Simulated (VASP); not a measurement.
Input:

```
NaPd3H2
1.0
    2.82657    -4.31030     0.00000
    2.82657     4.31030     0.00000
    0.00000     0.00000     2.81356
Na H Pd
1 2 3
Direct
  0.50000   0.50000   0.00000
  0.21563   0.78437   0.00000
  0.78437   0.21563   0.00000
  0.00000   0.00000   0.00000
  0.50000   0.00000   0.50000
  0.00000   0.50000   0.50000
```

The numbers are results of PBEsol GGA, VASP's PBE PAW potentials (set 64) (plane waves; VASP 6.6.1), not measurements. Numerical set-up: 300 eV cut-off, 5×5×8 Γ-centred mesh, Fermi-Dirac smearing of 0.10 eV, potentials Na_pv H Pd.

At this cut-off the stress carries a Pulay error, which pulls relaxed volumes low.

Task: Predict the energy per atom (σ→0), pressure, band gap (on the k-mesh) with the smallest direct gap where there is one.

Result: 
The band gap (on the k-mesh) is none (metal, semimetal or under 0.01 eV) and the energy per atom (σ→0) is -4.512 eV/atom. The pressure comes out as -35.7 kbar.

The structure comes from a computed database's NaH2Pd3 entry (Cmmm); how it stands against other phases isn't given here. The cell was not relaxed at this level. The electron count is odd and the run is not spin-polarised, which forces a metal.
